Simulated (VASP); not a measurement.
Data:

```yaml
crystal:
  lattice:
    - [-2.08379, 2.08379, 2.08379]
    - [2.08379, -2.08379, 2.08379]
    - [2.08379, 2.08379, -2.08379]
  atoms:
    - { symbol: Na, position: [0.00000, 0.00000, 0.00000] }
```

These are rev-vdW-DF2, VASP's PBE PAW potentials (set 64) (plane waves; VASP) values and carry that method's errors. Run with 520 eV cut-off, 11×11×11 Γ-centred mesh, first-order Methfessel-Paxton smearing of 0.10 eV, potentials Na_pv.

What does the run give for the energy per atom (σ→0), band gap (on the k-mesh) with the smallest direct gap where there is one?

```json
{
  "band gap (on the k-mesh)": "none (metal, semimetal or under 0.01 eV)",
  "energy per atom (σ→0)": "621 meV/atom"
}
```

The compound is Na in the bcc structure. It was relaxed first, which changed the volume by -6 %. The start is the result of an earlier pass.
